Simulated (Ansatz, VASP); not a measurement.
# Si2As4W: VASP beside Ansatz, part 2 of 2

Aim: how closely do two programs agree when they are given the same cell, functional and k mesh? The cell is taken from a series of runs on this material, whose earlier steps may have relaxed, scaled, displaced or heated it; both programs get it as it stands.

VASP 6.6.1 and Ansatz 0.2.0.

So far: The starting structure; VASP: single point, LDA; Ansatz: single point, LDA; Side by side; Further runs.

## (6) VASP: single point, LDA, spin-orbit coupling

Level of this step: LDA, spin-orbit coupling; plane waves and PAW (W, As, Si) (VASP).

A single point gives forces, pressure and levels at one fixed geometry, so differences don't come from the geometry; what else differs is listed under the comparison.

INCAR reads:

```
SYSTEM = Si2As4W
PREC = Accurate
ENCUT = 520
EDIFF = 1E-06
NELM = 200
ISMEAR = -1
SIGMA = 0.02
LREAL = .FALSE.
ALGO = Normal
GGA = PW92
LNONCOLLINEAR = .TRUE.
MAGMOM = 0 0 0 0 0 0 0 0 0 0 0 0 0 0 0 0 0 0 0 0 0
NBANDS = 48
GGA_COMPAT = .FALSE.
LASPH = .TRUE.
LSORBIT = .TRUE.
LMAXMIX = 4
LORBIT = 11
LWAVE = .FALSE.
LCHARG = .FALSE.
ISIF = 2
LDIPOL = .TRUE.
IDIPOL = 3
DIPOL = 0.5 0.5 0.5
LVHAR = .TRUE.
EFERMI = MIDGAP
NELMDL = -8
KPAR = 2
```

POSCAR reads:

```
Si2As4W
1.0
    3.5515699494      0.0000000000      0.0000000000
   -1.7757849747      3.0757497995      0.0000000000
    0.0000000000      0.0000000000     42.8000000000
W As Si
1 4 2
Direct
    0.0000000000      0.0000000000      0.5000000000
    0.3333333333      0.6666666667      0.5345136757
    0.3333333333      0.6666666667      0.4654863243
    0.6666666667      0.3333333333      0.6143724848
    0.6666666667      0.3333333333      0.3856275152
    0.3333333333      0.6666666667      0.5886517272
    0.3333333333      0.6666666667      0.4113482728
```

KPOINTS reads:

```
Automatic mesh
0
Gamma
9 9 1
0 0 0
```

PAW data sets: W, As and Si (LDA family, release 64).

On the command line:

```console
$ mpirun -np 2 vasp_ncl
```

Numbers of over 12 decimals in the logs are rounded to 6 here.

Output:

```text
[banner, memory and clock lines left out]
running    2 mpi-ranks, on    1 nodes
[...]
[... a notice as in an earlier step ...]

 LDA part: xc-table for (Slater(with rela. corr.)+PW92), standard interpolation
 POSCAR, INCAR and KPOINTS ok, starting setup
[...]
entering main loop
       N       E                     dE             d eps       ncg     rms          rms(c)
DAV:   1     0.232420154768E+03    0.23242E+03   -0.10681E+04  1856   0.102E+03
DAV:   2    -0.157759195178E+02   -0.24820E+03   -0.23682E+03  2680   0.192E+02
DAV:   3    -0.479055701045E+02   -0.32130E+02   -0.31695E+02  2200   0.730E+01
DAV:   4    -0.493600709741E+02   -0.14545E+01   -0.14412E+01  2632   0.181E+01
[...]
DAV:  27    -0.479084468717E+02   -0.20750E-05   -0.30827E-08  1288   0.457E-04    0.142E-04
DAV:  28    -0.479084483341E+02   -0.14624E-05   -0.29078E-08  1288   0.411E-04    0.753E-05
DAV:  29    -0.479084488704E+02   -0.53638E-06   -0.71517E-09  1208   0.273E-04
   1 F= -.47908449E+02 E0= -.47908439E+02  d E =-.201370E-04  mag=     0.0000     0.0000    -0.0000
```

From OUTCAR (step 6):

```text
  Total        0.1013469      0.1013469      0.4792193      0.0000000      0.0000000      0.0000000
  in kB        0.3473010      0.3473010      1.6422141      0.0000000      0.0000000      0.0000000
  external PRESSURE =       0.7789387 kB  Pullay stress =       0.0000000 kB

 POSITION                                       TOTAL-FORCE (eV/Angst)
 -----------------------------------------------------------------------------------
      0.00000      0.00000     21.40000        -0.000000     -0.000000      0.000000
     -0.00000      2.05050     22.87719        -0.000000      0.000000     -0.041734
     -0.00000      2.05050     19.92281        -0.000000      0.000000      0.041734
      1.77578      1.02525     26.29514         0.000000     -0.000000      0.094828
      1.77578      1.02525     16.50486        -0.000000     -0.000000     -0.094828
     -0.00000      2.05050     25.19429         0.000000     -0.000000     -0.041180
     -0.00000      2.05050     17.60571         0.000000     -0.000000      0.041180
 -----------------------------------------------------------------------------------
    total drift:                               -0.000000      0.000000      0.000000

  FREE ENERGIE OF THE ION-ELECTRON SYSTEM (eV)
  ---------------------------------------------------
  free  energy   TOTEN  =       -47.9084488704 eV

  energy  without entropy=      -47.9084287335  energy(sigma->0) =      -47.90843880

 magnetization (x)
# of ion       s       p       d       tot
------------------------------------------
    1        0.000   0.000  -0.000  -0.000
    2       -0.000  -0.000   0.000  -0.000
    3        0.000   0.000   0.000   0.000
    4       -0.000   0.000   0.000  -0.000
    5        0.000   0.000  -0.000   0.000
    6       -0.000  -0.000   0.000  -0.000
    7        0.000   0.000   0.000   0.000
--------------------------------------------------
tot         -0.000  -0.000  -0.000  -0.000

 magnetization (y)
# of ion       s       p       d       tot
------------------------------------------
    1        0.000   0.000  -0.000  -0.000
    2       -0.000   0.000   0.000  -0.000
    3        0.000   0.000   0.000   0.000
    4        0.000   0.000  -0.000  -0.000
    5        0.000   0.000   0.000   0.000
    6        0.000   0.000   0.000   0.000
    7       -0.000   0.000   0.000  -0.000
--------------------------------------------------
tot         -0.000   0.000  -0.000  -0.000

 magnetization (z)
# of ion       s       p       d       tot
------------------------------------------
    1        0.000   0.000   0.000   0.000
    2       -0.000  -0.000  -0.000  -0.000
    3       -0.000   0.000  -0.000   0.000
    4        0.000   0.000  -0.000   0.000
    5        0.000   0.000  -0.000   0.000
    6       -0.000   0.000   0.000  -0.000
    7        0.000   0.000   0.000   0.000
--------------------------------------------------
tot         -0.000   0.000  -0.000   0.000

[... 1 part as in an earlier step ...]

[... 2 further parts left out ...]
[key lines of the parts left out:]
E-fermi :  -1.3776
```

## (7) Ansatz: single point, LDA, spin-orbit coupling

The same cell, functional (in two slightly different forms), mesh and smearing now go to Ansatz, which takes its cutoff from its data sets.

The cell is taken from a series of runs on this material, whose earlier steps may have relaxed, scaled, displaced or heated it; both programs get it as it stands.

input.yaml reads:

```yaml
crystal:
  lattice:
    - [3.5515699494, 0.0, 0.0]
    - [-1.7757849747, 3.0757497995, 0.0]
    - [0.0, 0.0, 42.8]
  atoms:
    - { symbol: W, position: [0.0, 0.0, 0.5] }
    - { symbol: As, position: [0.3333333333, 0.6666666667, 0.5345136757] }
    - { symbol: As, position: [0.3333333333, 0.6666666667, 0.4654863243] }
    - { symbol: Si, position: [0.3333333333, 0.6666666667, 0.5886517272] }
    - { symbol: Si, position: [0.3333333333, 0.6666666667, 0.4113482728] }
    - { symbol: As, position: [0.6666666667, 0.3333333333, 0.6143724848] }
    - { symbol: As, position: [0.6666666667, 0.3333333333, 0.3856275152] }
  periodic: [true, true, false]
kpoints:
  mp_grid: { grid: [9, 9, 1] }
  band_path:
    path:
      - [0, 0, 0]
      - [0.5, 0, 0]
      - [0.3333333333333, 0.3333333333333, 0]
      - [0, 0, 0]
    npoints: 10
hamiltonian:
  xc: lda
  pseudopotentials: { kind: paw_fr, azcp: { folder: soft_1 }, xc_functional: pbe }
scf:
  occupations: { method: fermi_dirac, width: 0.02 }
  n_extra_bands: 12
magnetization:
  noncollinear: true
  spin_orbit: true
output:
  eigenvalues: true
  forces: true
  stress: true
```

On the command line:

```console
$ ansatz run input.yaml --threads 4 --pin off --max-ram 17510MiB --backend cpu --events-out ev --progress --plain --runs-dir out
```

Output:

```text
[...]
non-collinear run that drives no moment, with spin-orbit: no starting moment large enough to seed its density (crystal.atoms[].spin), no starting occupations that ask for one, no magnetisation constraint and no magnetic field, so the semilocal B_xc is pinned to zero
Crystal: 7 atoms, lattice volume = 467.536 Å³
Basis set: ecut = 420 eV, 9017 PW (Γ)
[...]
k-point 1: bands = [... 78 lower, -5.9244, -5.9244, -5.2504, -5.2504, -2.7850, -2.7850, -2.6848, -2.6848, ... 8 higher]
  k-point 2: bands = [... 78 lower, -6.2262, -6.2262, -5.6326, -5.6326, -3.3150, -3.3150, -3.1201, -3.1201, ... 8 higher]
  k-point 11: bands = [... 78 lower, -6.9080, -6.9077, -5.1311, -4.6321, -4.4018, -4.3794, -3.9587, -3.6953, ... 8 higher]
[key lines of the parts left out:]
SCF converged after 11 iterations
Magnetization: |M| = 0.0000 μB,  M = (+0.0000, +0.0000, +0.0000) μB
Free energy (F): -30466.864229 eV
Fermi energy:    -4.519762 eV
P = ½ c Tr σ = -0.1505 N/m
```

## (8) Differences

What differs besides the data sets and the points named for the pairs above, as far as they apply: spin-orbit coupling enters by fully relativistic files in Ansatz and inside the spheres in VASP; the data sets hold 82 valence electrons in Ansatz (on its PAW fully relativistic soft_1 files) and 34 in VASP. Total energies have different zeros and are not compared.

Compared:

```tsv
quantity	Ansatz	VASP	difference
gap on the k mesh (eV)	0.230	0.240	-0.010
```

Forces (eV/Å; atoms numbered as in POSCAR):

```tsv
atom	Ansatz x, y, z	VASP x, y, z
W1	0.000, 0.000, 0.000	0.000, 0.000, 0.000
As2	0.000, 0.000, -0.005	0.000, 0.000, -0.042
As3	0.000, 0.000, 0.005	0.000, 0.000, 0.042
As4	0.000, 0.000, 0.025	0.000, 0.000, 0.095
As5	0.000, 0.000, -0.025	0.000, 0.000, -0.095
Si6	0.000, 0.000, -0.015	0.000, 0.000, -0.041
Si7	0.000, 0.000, 0.015	0.000, 0.000, 0.041
```

The forces differ by 26 meV/Å r.m.s., where the r.m.s. force is 0.009 eV/Å in Ansatz and 0.034 eV/Å in VASP: the atoms lie near their places of rest in Ansatz, so a percentage would say little (all taken over all components). A gap on the mesh is an upper bound, since the band edges may lie between its points. With vacuum in the cell, a pressure given here is an average over mostly empty space and none of the material.

## (9) Results

```
r.m.s. force difference (single point, LDA)                      : 25 meV/Å
r.m.s. force difference (single point, LDA, spin-orbit coupling) : 26 meV/Å
```

In words: The r.m.s. force difference is 26 meV/Å (single point, LDA, spin-orbit coupling), beyond the 12 meV/Å picked in this series as the mark of a large difference. The data sets hold unlike numbers of valence electrons (82 in Ansatz and 34 in VASP), so part of the differences comes from the potentials. Single point, LDA, VASP with the data sets W_sv, As_d and Si: the difference in gap on the k mesh goes from -0.0086 to -0.0062 eV. What causes the difference of the single point, LDA, spin-orbit coupling pair stays open here. How closely two codes agree says nothing of how well the functional describes the real material.

[Lines on the potential files, build, host, timing and source positions are cut from VASP's logs without a mark.]

[Logs are printed without paths, hosts, clocks, repeated set-up lines and the standing remarks that a program may print on its own settings, such as how far it seeks lower states.]

[Hosts, paths, dates, database ids (printed as entryN), source tags and the programs' standing remarks are cut or masked in the printed files.]
